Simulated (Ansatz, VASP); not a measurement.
# Cross-check of Be (ladder Be chain) between VASP and Ansatz

One calculation is typed for both programs; each brings its own data sets. How far apart do they land? The structure shown is the start of the Ansatz relaxation below; VASP solves that cell, so the two are compared at the walk's first step.

Calculated with Ansatz 0.2.0; plane waves, with VASP 6.6.1 beside it; single point at PBE, single point at LDA and single point at RPBE.

**1. The structure**

The cell holds 2 atoms: 2 Be. Its edges and angles: a = 9.000 Å, b = 7.500 Å, c = 1.879 Å, α = 90.0°, β = 90.0°, γ = 90.0°. Vacuum lies along a and b. The structure's axis is c.

**2. Ansatz: relaxation, PBE**

Ansatz runs on its default PAW (the set named soft_2) files.

The two programs are compared at the cell with which this relaxation starts, whose forces are those of its first step.

The input, input.yaml:

```yaml
crystal:
  lattice:
    - [9.0, 0.0, 0.0]
    - [0.0, 7.5, 0.0]
    - [0.0, 0.0, 1.87872]
  atoms:
    - { symbol: Be, position: [0.410826667, 0.5, 0.0] }
    - { symbol: Be, position: [0.589173333, 0.5, 0.5] }
kpoints:
  mp_grid: { grid: [1, 1, 43] }
scf:
  occupations: { method: fermi_dirac, width: 0.05 }
hamiltonian:
  xc: pbe
relax:
  cell: { fix: [a, b, alpha, beta, gamma] }
  max_steps: 60
```

On the command line:

```sh
$ ansatz run input.yaml --threads 4 --pin off --max-ram 8192MiB --backend cpu --events-out ev --progress --plain --runs-dir out
```

Numbers of over 12 decimals in the logs are rounded to 6 here.

The log of the run:

```text
Engine: ansatz 0.2.0, x86_64-unknown-linux-gnu
Pseudopotentials: kind: paw
Pseudopotential: Be, paw, valence charge 2, recommended cutoff 420 eV (normal), Be.paw.azcp
Functional definition: PBE
  parameter kappa = 0.804
  parameter beta = 0.066725
  exchange = pbe_x(kappa = kappa, mu = beta*pi^2/3)
  correlation = pbe_c(beta = beta)
Crystal: 2 atoms, lattice volume = 126.814 Å³
Basis set: ecut = 420 eV, 2465 PW (Γ), exchange–correlation on 128×108×30 points (8 copies of the dense FFT grid, shifted against one another)
Bands: 6, of which v1, the nominal top of the filled ones, is band 2 counted from 1 (1 counted from 0)
Symmetry: 8 space group operations
Space group: Pmma (ITA 51), of the structure as read, at distance tolerance 5.0e-5 Å
k-points: 22 of 43
Non-local potential: Be, projectors of the file, l = 0: 2, l = 1: 2, l = 2: 1
PAW form: soft (Blöchl's): semilocal exchange-correlation on the pseudo side does not see the compensation charge
PAW one-centre angular grid: Be, 110 points (default); XC on 64 Gauss nodes
Initial density: superposition of atomic densities (neutral atoms: chi_scale 0, normalization atom), corrected by the library's trained network
Initial wavefunctions: pseudopotential atomic-orbital guess
Functional: x = pbe(κ = 0.804, μ = 0.219515), c = pbe(β = 0.066725)
SCF iter   1: F=—  HF=-181.271550 eV  |F-HF|=—  |Δ(HF+E_count)|=         —  Δρ=1.53e-3  dr2=8.93e-3  ethr=1.77e-3  ⟨swp⟩=7.2  Hψ=1511  notcnv=0
preconditioner: auto → LDOS  [metal: Δε(μ)=0.047 eV  Ē_g=7.338 eV  σ=0.050 eV  W_gap=0.22  n_scr=10 (ndim 8)  ℏωp=6.6 eV  f_vac=0.572  D(μ)=1.94/eV (n_scr^D=14)  β→1.0]
SCF iter   2: F=—  HF=-181.275064 eV  |F-HF|=—  |Δ(HF+E_count)|=   3.51e-3  Δρ=3.79e-4  dr2=4.88e-4  ethr=2.23e-4  ⟨swp⟩=3.2  Hψ=422  notcnv=0
SCF iter   3: F=—  HF=-181.275384 eV  |F-HF|=—  |Δ(HF+E_count)|=   3.20e-4  Δρ=1.04e-4  dr2=4.03e-5  ethr=1.22e-5  ⟨swp⟩=2.3  Hψ=200  notcnv=0
SCF iter   4: F=—  HF=-181.275347 eV  |F-HF|=—  |Δ(HF+E_count)|=   3.72e-5  Δρ=5.91e-5  dr2=9.59e-6  ethr=1.01e-6  ⟨swp⟩=2.2  Hψ=214  notcnv=0
SCF iter   5: F=—  HF=-181.275348 eV  |F-HF|=—  |Δ(HF+E_count)|=   1.02e-6  Δρ=1.01e-5  dr2=2.92e-7  ethr=2.40e-7  ⟨swp⟩=2.0  Hψ=167  notcnv=0
SCF iter   6: F=-181.275348 eV  HF=-181.275348 eV  |F-HF|=2.66e-9  |Δ(HF+E_count)|=   2.76e-7  Δρ=1.75e-6  dr2=1.06e-8  ethr=2.50e-9  ⟨swp⟩=4.5  Hψ=364  notcnv=0
SCF 1 converged in 6 iterations: F = -181.275348 eV  dr2 = 1.06e-8
  greatest PAW one-centre occupation: 0.487 electrons in one spin orbital (limit 2), on the Be atom at site 1 (counted from 0), in its partial waves of l = 0
relax step   1: F+E_penalty+E_count = -181.27534840 eV  Δ(F+E_penalty+E_count) = +0.000e0 eV  max|allowed force component| = 1.698e0 eV/Å  Δτ_max = 0.0000 Å  P = +4.558 GPa  Ω = 126.814 Å³  fix = [a, b, alpha, beta, gamma]  reactions: a +3.548, b +0.097 GPa  (6 SCF iters, dr2 threshold 1.00e-7 eV, accepted)
[...]
relax step   3: F+E_penalty+E_count = -181.84964884 eV  Δ(F+E_penalty+E_count) = -1.989e-1 eV  max|allowed force component| = 2.944e-1 eV/Å  Δτ_max = 0.0328 Å  P = +1.130 GPa  Ω = 139.181 Å³  energy of the carried Pulay correction = -3.492e-4 eV  fix = [a, b, alpha, beta, gamma]  reactions: a +0.726, b +0.094 GPa  (6 SCF iters, dr2 threshold 2.00e-7 eV, accepted)
[...]
relax step   4: F+E_penalty+E_count = -181.90311128 eV  Δ(F+E_penalty+E_count) = -5.346e-2 eV  max|allowed force component| = 3.413e-2 eV/Å  Δτ_max = 0.0130 Å  P = +0.116 GPa  Ω = 145.522 Å³  energy of the carried Pulay correction = -5.160e-4 eV  fix = [a, b, alpha, beta, gamma]  reactions: a +0.213, b +0.083 GPa  (6 SCF iters, dr2 threshold 2.00e-7 eV, accepted)
[...]
relax step   5: F+E_penalty+E_count = -181.90321163 eV  Δ(F+E_penalty+E_count) = -1.004e-4 eV  max|allowed force component| = 1.250e-2 eV/Å  Δτ_max = 0.0042 Å  P = +0.070 GPa  Ω = 145.600 Å³  energy of the carried Pulay correction = -5.180e-4 eV  fix = [a, b, alpha, beta, gamma]  reactions: a +0.125, b +0.083 GPa  (5 SCF iters, dr2 threshold 7.28e-8 eV, accepted)
[...]
relax step   6: F+E_penalty+E_count = -181.90322537 eV  Δ(F+E_penalty+E_count) = -1.373e-5 eV  max|allowed force component| = 1.852e-3 eV/Å  Δτ_max = 0.0014 Å  P = +0.077 GPa  Ω = 145.646 Å³  energy of the carried Pulay correction = -5.192e-4 eV  fix = [a, b, alpha, beta, gamma]  reactions: a +0.152, b +0.082 GPa  (4 SCF iters, dr2 threshold 9.76e-9 eV, accepted)
[...]
relax step   7: F+E_penalty+E_count = -181.90478722 eV  Δ(F+E_penalty+E_count) = -1.562e-3 eV  max|allowed force component| = 1.315e-3 eV/Å  Δτ_max = 0.0000 Å  P = +0.087 GPa  Ω = 145.646 Å³  fix = [a, b, alpha, beta, gamma]  reactions: a +0.156, b +0.088 GPa  stress off target by 1.76e-2 GPa on what of the cell is left free  SCF on the basis re-selected at this cell (its energy is not comparable with the rows above)  (5 SCF iters)
basis re-selected at this cell: Δ(F+E_penalty+E_count) = -1.562e-3 eV, ΔP = +0.010 GPa vs the last step (what re-selecting the basis moved, of the pressure what is left beyond the Pulay correction that the steps carried, after the strain that the cell walked since its last selection, with what the two solves' SCF thresholds leave and, on support functions, any second-order correction that the steps lacked; it is no m [...]
SCF converged after 5 iterations
Free energy (F): -181.904787 eV
Harris-Foulkes:  -181.904787 eV  (|F-HF|=8.24e-13)
Internal energy: -181.891330 eV  (E = F + TS)
E sigma→0 (E₀):  -181.898059 eV
Entropy (-TS):   -0.013457 eV (-6.728 meV/atom)
Fermi energy:    -3.094769 eV
--- Per-component energies (eV) ---
  E_band       = -21.877889
  E_kinetic    = 33.253324
  E_local      = -139.300702  (includes V_loc(G=0)·N_el)
  E_nonlocal   = 11.141890
  E_hartree    = 55.623012
  E_xc         = -34.719112
  E_vxc        = -35.149403  (∫ρ·V_xc dr)
  E_paw        = -119.310178  (= ΣΔE_a)
  E_vpaw       = -3.069021  (= ΣTr[D̂ρ^β])
  E_aug_tail   = -0.000001  (compensation charges beyond the density's cutoff)
  E_ewald      = 11.420436
  E_smearing   = -0.013457  (= −TS)
  E_closure    = -0.000000  (closes the sum)
  Σ components = -181.904787   (vs F -181.904787, Δ=0.00e0)
--- Forces (eV/Å), atoms counted from 1 ---
  atom   1  Be    -0.00131475     0.00000000    -0.00000000
  atom   2  Be     0.00131475    -0.00000000     0.00000000
  max |Σ_I F_I| component: 0.00e0 eV/Å
--- Stress (GPa, compression-positive) ---
        0.155697      -0.000000       0.000000
       -0.000000       0.087574       0.000000
        0.000000       0.000000       0.017639
  P = ⅓ Tr σ = 0.0870 GPa (0.870 kbar)
--- Relaxed structure (6 steps of the walk, 6 accepted, 1 SCFs on fresh bases) ---
  F+E_penalty+E_count = -181.90478722 eV   max|allowed force component| = 1.315e-3 eV/Å   (the final SCF, on the basis selected at the relaxed cell)
  cell:  # Å, volume = 145.6464 Å³
    - [9.0, 0, 0]
    - [0, 7.5, 0]
    - [0, 0, 2.157725]
  atoms:
    - { symbol: Be, position: [0.402366, 0.5, 0] }
    - { symbol: Be, position: [0.597634, 0.5, 0.5] }
```

**3. VASP: single point, PBE, start cell**

The same cell, functional, mesh and smearing now go to VASP, with its own data sets.

Lines of VASP's logs that name or quote its potential files are left out, and so is its time.

The input, INCAR:

```
SYSTEM = Be
PREC = Accurate
ENCUT = 520
EDIFF = 1E-06
NELM = 120
ISMEAR = -1
SIGMA = 0.05
LREAL = .FALSE.
ALGO = Normal
GGA = PE
NBANDS = 8
LORBIT = 11
LWAVE = .FALSE.
LCHARG = .FALSE.
ISIF = 2
LASPH = .TRUE.
GGA_COMPAT = .FALSE.
```

The input, POSCAR:

```
Be
1.0
    9.0000000000      0.0000000000      0.0000000000
    0.0000000000      7.5000000000      0.0000000000
    0.0000000000      0.0000000000      1.8787200000
Be
2
Direct
    0.4108266667      0.5000000000      0.0000000000
    0.5891733333      0.5000000000      0.5000000000
```

The input, KPOINTS:

```
Automatic mesh
0
Gamma
1 1 43
0 0 0
```

The projector-augmented-wave data sets are Be (PBE family, release 64).

On the command line:

```sh
$ mpirun -np 1 vasp_std
```

The log of the run:

```text
[banner, memory and clock lines left out]
running    1 mpi-ranks, on    1 nodes
 distrk:  each k-point on    1 cores,    1 groups
 distr:  one band on    1 cores,    1 groups

 POSCAR found type information on POSCAR Be
 POSCAR found :  1 types and       2 ions
 LDA part: xc-table for (Slater+PW92), standard interpolation
 POSCAR, INCAR and KPOINTS ok, starting setup
 FFT: planning ... GRIDC
 FFT: planning ... GRID_SOFT
 FFT: planning ... GRID
 WAVECAR not read
 entering main loop
       N       E                     dE             d eps       ncg     rms          rms(c)
DAV:   1     0.900849778179E+01    0.90085E+01   -0.14738E+03   352   0.328E+02
DAV:   2    -0.471120886230E+01   -0.13720E+02   -0.11647E+02   520   0.444E+01
DAV:   3    -0.509518176376E+01   -0.38397E+00   -0.37817E+00   456   0.103E+01
DAV:   4    -0.509755769876E+01   -0.23759E-02   -0.23757E-02   536   0.828E-01
DAV:   5    -0.509756225927E+01   -0.45605E-05   -0.45612E-05   472   0.297E-02    0.456E+00
DAV:   6    -0.367185723894E+01    0.14257E+01   -0.20501E+00   416   0.464E+00    0.203E+00
DAV:   7    -0.329295758098E+01    0.37890E+00   -0.13630E+00   488   0.370E+00    0.517E-01
DAV:   8    -0.327772597424E+01    0.15232E-01   -0.52872E-02   456   0.959E-01    0.187E-01
DAV:   9    -0.327157384745E+01    0.61521E-02   -0.14810E-02   448   0.388E-01    0.137E-01
DAV:  10    -0.327476910904E+01   -0.31953E-02   -0.17995E-02   376   0.370E-01    0.133E-01
DAV:  11    -0.327449073681E+01    0.27837E-03   -0.40187E-03   392   0.196E-01    0.410E-02
DAV:  12    -0.327571418574E+01   -0.12234E-02   -0.10718E-03   384   0.130E-01    0.334E-02
DAV:  13    -0.327619596799E+01   -0.48178E-03   -0.35054E-04   408   0.670E-02    0.995E-03
DAV:  14    -0.327627123803E+01   -0.75270E-04   -0.30459E-05   384   0.243E-02    0.308E-03
DAV:  15    -0.327628445105E+01   -0.13213E-04   -0.72639E-06   400   0.115E-02    0.274E-03
DAV:  16    -0.327628798513E+01   -0.35341E-05   -0.14492E-06   352   0.459E-03    0.737E-04
DAV:  17    -0.327628849829E+01   -0.51315E-06   -0.10071E-07   424   0.139E-03
   1 F= -.32762885E+01 E0= -.32689014E+01  d E =-.147741E-01
```

OUTCAR, selected parts (step 3):

```text
ion  position               nearest neighbor table
   1  0.411  0.500  0.000-   2 1.86   2 1.86
   2  0.589  0.500  0.500-   1 1.86   1 1.86

  LATTYP: Found a simple orthorhombic cell.
 ALAT       =     1.8787200000
 B/A-ratio  =     3.9920797138
 C/A-ratio  =     4.7904956566

 Subroutine GETGRP returns: Found  8 space group operations
 (whereof  4 operations were pure point group operations)

The static configuration has the point symmetry C_2v.
 The point group associated with its full space group is D_2h.

 Found     22 irreducible k-points:

   k-points           NKPTS =     22   k-points in BZ     NKDIM =     22   number of bands    NBANDS=      8

   dimension x,y,z NGX =    70 NGY =   56 NGZ =   14
   dimension x,y,z NGXF=   140 NGYF=  112 NGZF=   28

   ENCUT  =  520.0 eV  38.22 Ry    6.18 a.u.  16.73 13.95  3.49*2*pi/ulx,y,z

   NELECT =       4.0000    total number of electrons

 k-points in reciprocal lattice and weights: Automatic mesh
   0.00000000  0.00000000  0.00000000       0.023
   0.00000000  0.00000000  0.02325581       0.047
   0.00000000  0.00000000  0.04651163       0.047
   0.00000000  0.00000000  0.06976744       0.047
   0.00000000  0.00000000  0.09302326       0.047
   0.00000000  0.00000000  0.11627907       0.047
   0.00000000  0.00000000  0.13953488       0.047
   0.00000000  0.00000000  0.16279070       0.047
   0.00000000  0.00000000  0.18604651       0.047
[...]
0.00000000  0.00000000  0.46511628       0.047
   0.00000000  0.00000000  0.48837209       0.047

 average (electrostatic) potential at core
       1 -42.3362       2 -42.3362

 E-fermi :  -3.3706

 k-point     1 :       0.0000    0.0000    0.0000
  band No.  band energies     occupation
      1      -9.6065      2.00000
      2      -5.2085      2.00000
      3      -4.3996      2.00000
      4      -3.3192      0.52714
      5      -0.0854      0.00000
      6       0.8853      0.00000
      7       1.6888      0.00000
      8       2.5920      0.00000

 k-point     2 :       0.0000    0.0000    0.0233
  band No.  band energies     occupation
      1      -9.5923      2.00000
      2      -5.1928      2.00000
      3      -4.3770      2.00000
      4      -3.2966      0.37108
      5      -0.0629      0.00000
      6       0.9073      0.00000
      7       1.7117      0.00000
      8       2.6121      0.00000

 k-point     3 :       0.0000    0.0000    0.0465
  band No.  band energies     occupation
      1      -9.5497      2.00000
      2      -5.1461      2.00000
      3      -4.3091      2.00000
      4      -3.2289      0.11099
      5       0.0046      0.00000
      6       0.9732      0.00000
      7       1.7802      0.00000
      8       2.6722      0.00000

  Total        2.8417239      0.0761482      7.9646916      0.0000000      0.0000000      0.0000000
  in kB       35.9026609      0.9620648    100.6268129      0.0000000      0.0000000      0.0000000
  external PRESSURE =      45.8305129 kB  Pullay stress =       0.0000000 kB

  energy-cutoff  :      520.00
  volume of cell :      126.81
      direct lattice vectors                 reciprocal lattice vectors
     9.000000000  0.000000000  0.000000000     0.111111111  0.000000000  0.000000000
     0.000000000  7.500000000  0.000000000     0.000000000  0.133333333  0.000000000
     0.000000000  0.000000000  1.878720000     0.000000000  0.000000000  0.532277295

 POSITION                                       TOTAL-FORCE (eV/Angst)
 -----------------------------------------------------------------------------------
      3.69744      3.75000      0.00000        -1.719061      0.000000      0.000000
      5.30256      3.75000      0.93936         1.719061      0.000000      0.000000
 -----------------------------------------------------------------------------------
    total drift:                                0.000000      0.000000      0.000000

  FREE ENERGIE OF THE ION-ELECTRON SYSTEM (eV)
  ---------------------------------------------------
  free  energy   TOTEN  =        -3.2762884983 eV

  energy  without entropy=       -3.2615143925  energy(sigma->0) =       -3.26890145

 total charge
# of ion       s       p       d       tot
------------------------------------------
    1        0.586   0.673   0.000   1.260
    2        0.586   0.673   0.000   1.260
--------------------------------------------------
tot          1.173   1.346   0.000   2.519

[... 3 further parts left out ...]
```

**4. Differences**

Known differences besides the potentials themselves: the cutoff is 420 eV in Ansatz and 520 eV in VASP. Total energies have different zeros and are not compared.

Forces (eV/Å; atoms numbered as in POSCAR):

```tsv
atom	Ansatz x, y, z	VASP x, y, z
Be1	-1.698, 0.000, 0.000	-1.719, 0.000, 0.000
Be2	1.698, 0.000, 0.000	1.719, 0.000, 0.000
```

The forces differ by 12 meV/Å r.m.s., which is 1.2 % of the r.m.s. force of 0.993 eV/Å (both taken over all components).

**5. Ansatz: relaxation, LDA**

The two programs are compared at the cell with which this relaxation starts, whose forces are those of its first step.

The structure compared here is the start of the Ansatz relaxation; VASP solves that cell, so the two are compared at the walk's first step.

input.yaml, the sections that differ from step 2:

```yaml
crystal:
  lattice:
    - [9.0, 0.0, 0.0]
    - [0.0, 7.5, 0.0]
    - [0.0, 0.0, 1.87872]
  atoms:
    - { symbol: Be, position: [0.410826667, 0.5, 0.0], spin: 0.5 }
    - { symbol: Be, position: [0.589173333, 0.5, 0.5], spin: 0.5 }
magnetization:
  spin_polarized: true
hamiltonian:
  xc: lda
# kpoints, scf, relax: as in step 2
```

On the command line:

```sh
$ ansatz run input.yaml --threads 4 --pin off --max-ram 8192MiB --backend cpu --events-out ev --progress --plain --runs-dir out
```

The log of the run:

```text
[...]
Crystal: 2 atoms, lattice volume = 126.814 Å³
Basis set: ecut = 420 eV, 2465 PW (Γ)
Bands: 7, of which v1, the nominal top of the filled ones, is band 2 counted from 1 (1 counted from 0)
Symmetry: 8 space group operations
[...]
k-points: 22 of 43
[...]
Starting moments: Σ|m| = 1 μB on 2 of 2 sites
[...]
0.000000       0.091900      -0.000000
       -0.000000      -0.000000       0.006776
  P = ⅓ Tr σ = 0.0773 GPa (0.773 kbar)
--- Relaxed structure (5 steps of the walk, 5 accepted, 1 SCFs on fresh bases) ---
[...]
cell:  # Å, volume = 144.1272 Å³
    - [9.0, 0, 0]
    - [0, 7.5, 0]
    - [0, 0, 2.135218]
  atoms:
    - { symbol: Be, position: [0.403958, 0.500000, 0] }
    - { symbol: Be, position: [0.596042, 0.500000, 0.500000] }
[key lines of the parts left out:]
SCF converged after 6 iterations
Magnetization: 0.0000 μB (2.0000 up, 2.0000 down)
Free energy (F): -172.427307 eV
Fermi energy:    -3.249285 eV
```

**6. VASP: single point, LDA, start cell**

The same cell, functional (in two slightly different forms), mesh and smearing now go to VASP, with its own data sets.

INCAR: that of step 3 with these lines changed.

```diff
@@ -4,3 +4,3 @@
 EDIFF = 1E-06
-NELM = 120
+NELM = 200
 ISMEAR = -1
@@ -9,4 +9,6 @@
 ALGO = Normal
-GGA = PE
-NBANDS = 8
+GGA = CA
+NBANDS = 9
+ISPIN = 2
+MAGMOM = 0 0
 LORBIT = 11
```

POSCAR is that of step 3.

KPOINTS is that of step 3.

PAW data sets: Be (LDA family, release 64).

On the command line:

```sh
$ mpirun -np 1 vasp_std
```

The log of the run:

```text
[banner, memory and clock lines left out]
running    1 mpi-ranks, on    1 nodes
[...]
LDA part: xc-table for (Slater(with rela. corr.)+CA(PZ))
 , standard interpolation
 POSCAR, INCAR and KPOINTS ok, starting setup
[...]
entering main loop
       N       E                     dE             d eps       ncg     rms          rms(c)
DAV:   1     0.755955800854E+01    0.75596E+01   -0.14675E+03   792   0.288E+02
DAV:   2    -0.542725901977E+01   -0.12987E+02   -0.11428E+02  1091   0.420E+01
DAV:   3    -0.593790027100E+01   -0.51064E+00   -0.49916E+00   983   0.100E+01
DAV:   4    -0.594207489292E+01   -0.41746E-02   -0.41727E-02  1161   0.101E+00
[...]
DAV:  14    -0.387631963082E+01   -0.97449E-04   -0.10305E-05   946   0.120E-02    0.529E-03
DAV:  15    -0.387640190959E+01   -0.82279E-04   -0.17054E-05   839   0.130E-02    0.496E-03
DAV:  16    -0.387640195342E+01   -0.43838E-07   -0.55808E-06   935   0.593E-03
   1 F= -.38764020E+01 E0= -.38684609E+01  d E =-.158822E-01  mag=    -0.0000
```

From OUTCAR (step 6):

```text
  Total        2.4489721      0.0757163      7.1836779      0.0000000      0.0000000      0.0000000
  in kB       30.9405896      0.9566087     90.7593969      0.0000000      0.0000000      0.0000000
  external PRESSURE =      40.8855317 kB  Pullay stress =       0.0000000 kB

 POSITION                                       TOTAL-FORCE (eV/Angst)
 -----------------------------------------------------------------------------------
      3.69744      3.75000      0.00000        -1.475857      0.000000      0.000000
      5.30256      3.75000      0.93936         1.475857      0.000000      0.000000
 -----------------------------------------------------------------------------------
    total drift:                                0.000000      0.000000      0.000000

  FREE ENERGIE OF THE ION-ELECTRON SYSTEM (eV)
  ---------------------------------------------------
  free  energy   TOTEN  =        -3.8764019534 eV

  energy  without entropy=       -3.8605197625  energy(sigma->0) =       -3.86846086

 magnetization (x)
# of ion       s       p       d       tot
------------------------------------------
    1       -0.000  -0.000   0.000  -0.000
    2       -0.000  -0.000   0.000  -0.000
--------------------------------------------------
tot         -0.000  -0.000   0.000  -0.000

[... 1 part as in an earlier step ...]

[... 2 further parts left out ...]
[key lines of the parts left out:]
E-fermi :  -3.5414
```

**7. Differences**

What differs besides the data sets and the points named for the pairs above, as far as they apply: the two LDA forms differ slightly; VASP's log shows a relativistic correction to its local exchange, Ansatz's none. Total energies have different zeros and are not compared.

Forces (eV/Å; atoms numbered as in POSCAR):

```tsv
atom	Ansatz x, y, z	VASP x, y, z
Be1	-1.459, 0.000, 0.000	-1.476, 0.000, 0.000
Be2	1.459, 0.000, 0.000	1.476, 0.000, 0.000
```

The forces differ by 10.0 meV/Å r.m.s., which is 1.2 % of the r.m.s. force of 0.852 eV/Å (both taken over all components). Moments aren't recorded for both runs of this pair, so they may hold unlike magnetic states.

(Part 1 of 2 ends here.)

[Lines on the potential files, build, host, timing and source positions are cut from VASP's logs without a mark.]

[Logs are printed without paths, hosts, clocks, repeated set-up lines and the standing remarks that a program may print on its own settings, such as how far it seeks lower states.]

[Hosts, paths, dates, database ids (printed as entryN), source tags and the programs' standing remarks are cut or masked in the printed files.]
